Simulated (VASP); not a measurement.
Data:

```yaml
crystal:
  lattice:
    - [4.96259, 0.00000, 0.00000]
    - [-2.48130, 4.29773, 0.00000]
    - [0.00000, 0.00000, 3.08428]
  atoms:
    - { symbol: Hf, position: [0.66667, 0.33333, 0.50000] }
    - { symbol: Hf, position: [0.33333, 0.66667, 0.50000] }
    - { symbol: Hf, position: [0.00000, 0.00000, 0.00000] }
```

These are r2SCAN meta-GGA, VASP's PBE PAW potentials (set 64) (plane waves; VASP) values and carry that method's errors. Numerical set-up: 400 eV cut-off, 8×8×11 Γ-centred mesh, tetrahedra with Blöchl corrections, potentials Hf_pv.

The cores are frozen, which limits the accuracy of field gradients.

Task: Give the principal components of the electric field gradient (V/Å²) and the asymmetry η at each nucleus.

Result: 
```tsv
atom	Vxx	Vyy	Vzz	η
Hf1	34.7	34.7	-69.4	0.00
Hf2	34.7	34.7	-69.4	0.00
Hf3	12.1	12.1	-24.3	0.00
```

The structure comes from a computed database's Hf entry (P6/mmm); how it stands against other phases isn't given here. It was relaxed first.
